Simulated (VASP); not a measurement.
# WC: the relaxed cell at several levels, part 2 of 2

How close do the usual functionals, with and without dispersion, come to the cell of WC? LASPH is on for some levels and off for others; the table marks which. The start is a cell from a database of measured crystal structures.

VASP 6.6.1, plane waves and PAW; the level of theory is named at each step.

Still holding for the runs below: The k-mesh is coarse for a metal.

So far. Step 2 (Relaxation with PBE): It ends with forces that vanish by symmetry and a pressure of 0.06 GPa. The volume lies +1.1 % from that of the database's start. The conventional cell has a = 2.919 and c = 2.844 Å. Step 3 (Relaxation with LDA): It ends at 10.19 Å³/atom, -1.8 % from the start, with -0.05 GPa left. The conventional cell has a = 2.890 and c = 2.818 Å.

## 4. Relaxation with r2SCAN

This step: r2SCAN; plane waves and PAW (W, C) (VASP 6.6.1).

r2SCAN adds the kinetic-energy density, costs more than a GGA and is run with LASPH.

File INCAR:

```
SYSTEM = WC
PREC = Accurate
ENCUT = 560
EDIFF = 1E-06
NELM = 100
ISMEAR = -1
SIGMA = 0.05
LREAL = .FALSE.
ALGO = Normal
METAGGA = R2SCAN
LASPH = .TRUE.
NBANDS = 11
LORBIT = 11
LWAVE = .FALSE.
LCHARG = .FALSE.
KPAR = 2
IBRION = 2
NSW = 60
ISIF = 3
EDIFFG = -0.01
```

File POSCAR:

```
WC
1.0
    2.9059000000      0.0000000000      0.0000000000
   -1.4529500000      2.5165832209      0.0000000000
    0.0000000000      0.0000000000      2.8376700000
W C
1 1
Direct
    0.0000000000      0.0000000000      0.0000000000
    0.6666666667      0.3333333333      0.5000000000
```

File KPOINTS:

```
Automatic mesh
0
Gamma
9 9 8
0 0 0
```

Potentials, in the order of the species: W and C (PBE family, release 64).

Started as:

```sh
mpirun -np 2 vasp_std
```

The log of the run:

```text
[banner, memory and clock lines left out]
running    2 mpi-ranks, on    1 nodes
[...]
[... a notice as in an earlier step ...]

 LDA part: xc-table for (None), standard interpolation
 POSCAR, INCAR and KPOINTS ok, starting setup
[...]
entering main loop
       N       E                     dE             d eps       ncg     rms          rms(c)
DAV:   1    -0.101351440183E+02   -0.10135E+02   -0.54051E+03  1320   0.910E+02
DAV:   2    -0.625899803911E+02   -0.52455E+02   -0.49454E+02  1503   0.218E+02
DAV:   3    -0.647774111707E+02   -0.21874E+01   -0.21578E+01  1610   0.370E+01
DAV:   4    -0.647937933010E+02   -0.16382E-01   -0.16378E-01  1464   0.366E+00
[...]
DAV:  10    -0.617434171944E+02   -0.18196E-03   -0.29438E-04  1482   0.140E-01    0.850E-02
DAV:  11    -0.617434061073E+02    0.11087E-04   -0.22300E-05  1544   0.320E-02    0.604E-03
DAV:  12    -0.617434052892E+02    0.81806E-06   -0.17393E-06  1285   0.141E-02
   1 F= -.61743405E+02 E0= -.61741911E+02  d E =-.617434E+02
[...]
DAV:   1    -0.617436307806E+02   -0.22467E-03   -0.40193E-02  1323   0.156E+00    0.178E-01
DAV:   2    -0.617433123269E+02    0.31845E-03   -0.80977E-04  1577   0.242E-01    0.132E-01
DAV:   3    -0.617432389871E+02    0.73340E-04   -0.12509E-04  1572   0.850E-02    0.215E-02
DAV:   4    -0.617432353237E+02    0.36634E-05   -0.15295E-05  1562   0.278E-02    0.762E-03
DAV:   5    -0.617432359665E+02   -0.64277E-06   -0.66979E-07   810   0.748E-03
   2 F= -.61743236E+02 E0= -.61741631E+02  d E =0.169323E-03
 trial-energy change:    0.000169  1 .order    0.000160   -0.000898    0.001218
 step:   0.4180(harm=  0.4243)  dis= 0.00000  next Energy=   -61.743592 (dE=-0.187E-03)
[...]
N       E                     dE             d eps       ncg     rms          rms(c)
DAV:   1    -0.617437161567E+02   -0.48083E-03   -0.13623E-02  1323   0.908E-01    0.102E-01
DAV:   2    -0.617436142630E+02    0.10189E-03   -0.27384E-04  1566   0.140E-01    0.764E-02
DAV:   3    -0.617435920271E+02    0.22236E-04   -0.41867E-05  1580   0.492E-02    0.127E-02
DAV:   4    -0.617435913251E+02    0.70199E-06   -0.52886E-06  1520   0.163E-02
   3 F= -.61743591E+02 E0= -.61742052E+02  d E =-.186036E-03
[...]
reached required accuracy - stopping structural energy minimisation
```

It took 41 s on 2 MPI ranks of Intel Xeon Platinum 8259CL at 2.50GHz (Skylake/Cascade Lake), shared host; peak memory 0.29 GiB; 80 s of CPU time.

OUTCAR, selected parts (step 4):

```text
  Total       -0.0079552     -0.0079552     -0.0183884      0.0000000     -0.0000000      0.0000000
  in kB       -0.6135016     -0.6135016     -1.4181139      0.0000000     -0.0000000      0.0000000
  external PRESSURE =      -0.8817057 kB  Pullay stress =       0.0000000 kB

 POSITION                                       TOTAL-FORCE (eV/Angst)
 -----------------------------------------------------------------------------------
     -0.00000      0.00000      2.83449         0.000000     -0.000000     -0.000000
      1.45458      0.83980      1.41725        -0.000000      0.000000      0.000000
 -----------------------------------------------------------------------------------
    total drift:                                0.000000     -0.000000      0.000000

  FREE ENERGIE OF THE ION-ELECTRON SYSTEM (eV)
  ---------------------------------------------------
  free  energy   TOTEN  =       -61.7435913251 eV

  energy  without entropy=      -61.7405134496  energy(sigma->0) =      -61.74205239

[... 2 parts as in an earlier step ...]

[... 2 further parts left out ...]
[key lines of the parts left out:]
E-fermi :   8.1491
```

The PAW data sets were made with PBE, which is usual practice but a small mismatch for other functionals.

Relaxation path:

| step | energy less that of the first step (eV) | largest force (eV/Å) | pressure (GPa) | volume (Å³) |
| --- | --- | --- | --- | --- |
| 1 | 0.0000 | 0.0000 | 0.29 | 20.75 |
| 2 | 0.0002 | 0.0000 | -0.62 | 20.81 |
| 3 | -0.0002 | 0.0000 | -0.09 | 20.78 |

| conventional cell, symmetrised | before | after | change |
| --- | --- | --- | --- |
| a (Å) | 2.906 | 2.909 | +0.1 % |
| b (Å) | 2.906 | 2.909 | +0.1 % |
| c (Å) | 2.838 | 2.834 | -0.1 % |
| volume (Å³/atom) | 10.38 | 10.39 | +0.1 % |

Final coordinates:

```cif
data_structure
_symmetry_space_group_name_H-M 'P 1'
_symmetry_Int_Tables_number 1
_cell_length_a 2.9092
_cell_length_b 2.9092
_cell_length_c 2.8345
_cell_angle_alpha 90.000
_cell_angle_beta 90.000
_cell_angle_gamma 120.000
_cell_volume 20.78
loop_
_atom_site_label
_atom_site_type_symbol
_atom_site_fract_x
_atom_site_fract_y
_atom_site_fract_z
_atom_site_occupancy
W1 W 0.00000 0.00000 0.00000 1
C2 C 0.66667 0.33333 0.50000 1
```

It ends at 10.39 Å³/atom, +0.1 % from the start, with -0.09 GPa left. The conventional cell has a = 2.909 and c = 2.834 Å.

## 5. Relaxation with PBE + D3(BJ)

This step: PBE with D3(BJ); plane waves and PAW (W, C) (VASP 6.6.1).

A dispersion term adds the long-range attraction that semilocal functionals lack. D3 with Becke-Johnson damping keeps a finite attraction at short range.

Changes to INCAR since step 4:

```diff
@@ -9,4 +9,4 @@
 ALGO = Normal
-METAGGA = R2SCAN
-LASPH = .TRUE.
+GGA = PE
+IVDW = 12
 NBANDS = 11
```

POSCAR is that of step 4.

KPOINTS is that of step 4.

Started as:

```sh
mpirun -np 2 vasp_std
```

The log of the run:

```text
[... set-up lines as in an earlier step ...]
 entering main loop
       N       E                     dE             d eps       ncg     rms          rms(c)
[... 13 cycles as in an earlier step ...]
   1 F= -.23444004E+02 E0= -.23442504E+02  d E =-.234440E+02
[...]
N       E                     dE             d eps       ncg     rms          rms(c)
DAV:   1    -0.224919851936E+02    0.28350E-01   -0.29674E-01  1323   0.450E+00    0.196E+00
DAV:   2    -0.224884467614E+02    0.35384E-02   -0.27274E-03  1557   0.468E-01    0.103E+00
DAV:   3    -0.224870763360E+02    0.13704E-02   -0.24263E-03  1482   0.369E-01    0.272E-02
DAV:   4    -0.224870807461E+02   -0.44101E-05   -0.29762E-05  1464   0.409E-02    0.184E-02
DAV:   5    -0.224870845036E+02   -0.37575E-05   -0.82224E-06  1526   0.185E-02    0.455E-03
DAV:   6    -0.224870848861E+02   -0.38247E-06   -0.28217E-07   777   0.488E-03
   2 F= -.23435249E+02 E0= -.23433716E+02  d E =0.875492E-02
 trial-energy change:    0.008755  1 .order    0.008958   -0.008970    0.026885
 step:   0.2566(harm=  0.2502)  dis= 0.00000  next Energy=   -23.445158 (dE=-0.115E-02)
[...]
N       E                     dE             d eps       ncg     rms          rms(c)
DAV:   1    -0.225180865283E+02   -0.31002E-01   -0.16152E-01  1323   0.328E+00    0.145E+00
DAV:   2    -0.225161002433E+02    0.19863E-02   -0.14977E-03  1548   0.341E-01    0.772E-01
DAV:   3    -0.225153022277E+02    0.79802E-03   -0.13765E-03  1485   0.275E-01    0.209E-02
DAV:   4    -0.225153030415E+02   -0.81385E-06   -0.18136E-05  1460   0.317E-02    0.139E-02
DAV:   5    -0.225153028690E+02    0.17252E-06   -0.46485E-06  1512   0.142E-02
   3 F= -.23445174E+02 E0= -.23443662E+02  d E =-.117035E-02
[...]
reached required accuracy - stopping structural energy minimisation
```

It took 10 s on 2 MPI ranks; peak memory 0.31 GiB.

OUTCAR, selected parts (step 5):

```text
 Edisp (eV)   -0.94816

 Edisp (eV)   -0.92987

  Total      -0.00302    -0.00302     0.00762    -0.00000    -0.00000    -0.00000
  in kB      -0.23483    -0.23483     0.59246    -0.00000    -0.00000    -0.00000
  external pressure =        0.04 kB  Pullay stress =        0.00 kB

 POSITION                                       TOTAL-FORCE (eV/Angst)
 -----------------------------------------------------------------------------------
      0.00000     -0.00000      2.83044        -0.000000     -0.000000      0.000000
      1.45009      0.83721      1.41522         0.000000      0.000000     -0.000000
 -----------------------------------------------------------------------------------
    total drift:                               -0.000000      0.000000      0.000000

  FREE ENERGIE OF THE ION-ELECTRON SYSTEM (eV)
  ---------------------------------------------------
  free  energy   TOTEN  =       -23.4451743542 eV

  energy  without entropy=      -23.4421487869  energy(sigma->0) =      -23.44366157

[... 2 parts as in an earlier step ...]

[... 2 further parts left out ...]
[key lines of the parts left out:]
E-fermi :   8.3876
```

Dispersion corrections of this kind ignore metallic screening and tend to overbind metals.

The steps of the relaxation:

| step | energy less that of the first step (eV) | largest force (eV/Å) | pressure (GPa) | volume (Å³) |
| --- | --- | --- | --- | --- |
| 1 | 0.0000 | 0.0000 | -2.70 | 20.75 |
| 2 | 0.0088 | 0.0000 | 8.27 | 20.23 |
| 3 | -0.0012 | 0.0000 | 0.00 | 20.62 |

| conventional cell, symmetrised | before | after | change |
| --- | --- | --- | --- |
| a (Å) | 2.906 | 2.900 | -0.2 % |
| b (Å) | 2.906 | 2.900 | -0.2 % |
| c (Å) | 2.838 | 2.830 | -0.3 % |
| volume (Å³/atom) | 10.38 | 10.31 | -0.6 % |

Final coordinates:

```xyz
2
Lattice="2.9002 0.0000 0.0000 -1.4501 2.5116 0.0000 0.0000 0.0000 2.8304" Properties=species:S:1:pos:R:3 pbc="T T T"
W     0.0000    0.0000    0.0000
C     1.4501    0.8372    1.4152
```

It ends at 10.31 Å³/atom, -0.6 % from the start, with 0.00 GPa left. The conventional cell has a = 2.900 and c = 2.830 Å. Against plain PBE, the dispersion term moves a by -0.6 % and c by -0.5 %.

## 6. The cells as a table

This step: relaxed cells at several levels; plane waves and PAW (VASP 6.6.1).

Derived from the runs above.

Lengths are those of the conventional cell; cost is the wall time of each run, as given at its step, times its ranks, without the set-up around it; LASPH differs between rows, which moves results and costs too. Results by level, by row:

| level | volume (Å³/atom) | change from the start (%) | a (Å) | c (Å) | cost (core minutes) | LASPH |
| --- | --- | --- | --- | --- | --- | --- |
| PBE | 10.5 | 1.1 | 2.919 | 2.844 | 0.573 | off |
| LDA | 10.19 | -1.8 | 2.89 | 2.818 | 0.373 | off |
| r2SCAN | 10.39 | 0.1 | 2.909 | 2.834 | 1.37 | on |
| PBE + D3(BJ) | 10.31 | -0.6 | 2.9 | 2.83 | 0.347 | off |

## 7. What came out

| Property | Result |
| --- | --- |
| volume, PBE | 10.50 Å³/atom |
| volume, LDA | 10.19 Å³/atom |
| volume, r2SCAN | 10.39 Å³/atom |
| volume, PBE + D3(BJ) | 10.31 Å³/atom |

For WC the levels give volumes between 10.19 Å³/atom (LDA) and 10.50 Å³/atom (PBE), a spread of 3.0 %, while the cost of the finished runs spans a factor of 3.9. Within 1 % of experiment on every length: PBE, LDA, r2SCAN and PBE + D3(BJ). The nearest, r2SCAN, took 3.9 times the core time of PBE + D3(BJ) and lowers the largest miss from 0.23 to 0.11 %. Thermal and zero-point expansion, often some tenths of a per cent in length, bear on this order: with the measured lengths lowered by an assumed 0.4 % the nearest becomes PBE + D3(BJ). The costs hold the number of ionic steps as well as the price of the functional. Adding D3(BJ) to PBE changes the volume by -1.8 % (a by -0.6 % and c by -0.5 %). Pairwise corrections of the D and TS kind ignore the screening in a metal, so they may overbind here. Within 0.02 Å all end in space group P-6m2; the runs can't lower the symmetry of the start. The k-sampling is coarse for a metal, so the Fermi level, pressures and the shape of the cell carry errors. Spin-orbit coupling is left out. LASPH is on for some levels and off for others, so differences between them are not the functional's alone. Each is a single relaxation on the plane waves of the start cell, so larger changes of volume carry a basis-set error that was not tested here.

Computed beside measured:

| quantity | measured | PBE | LDA | r2SCAN | PBE + D3(BJ) |
| --- | --- | --- | --- | --- | --- |
| lattice constant a (Å) | 2.906 | 2.919 (+0.4 %) | 2.890 (-0.5 %) | 2.909 (+0.1 %) | 2.900 (-0.2 %) |
| lattice constant c (Å) | 2.837 | 2.844 (+0.3 %) | 2.818 (-0.7 %) | 2.834 (-0.1 %) | 2.830 (-0.2 %) |

Measured values from arxiv:2411.15754 (2024).

How well it matches: For the lattice constant a, of the levels listed nearest comes r2SCAN (+0.1 %, good agreement) and farthest LDA (-0.5 %, good agreement). For the lattice constant c, of the levels listed nearest comes r2SCAN (-0.1 %, good agreement) and farthest LDA (-0.7 %, good agreement). The grades are ours: good and fair within 0.7 and 1.5 % for the lattice constant a and 0.8 and 2 % for the lattice constant c. For lattice constants the calculation has a static lattice, without zero-point motion or thermal expansion.

[Lines on the potential files, build, host, timing and source positions are cut from VASP's logs without a mark.]

[Logs are printed without paths, hosts, clocks, repeated set-up lines and the standing remarks that a program may print on its own settings, such as how far it seeks lower states.]

[Hosts, paths, dates, database ids (printed as entryN), source tags and the programs' standing remarks are cut or masked in the printed files.]

[A measured line is paired with the nearest computed mode of its activity, which favours agreement.]
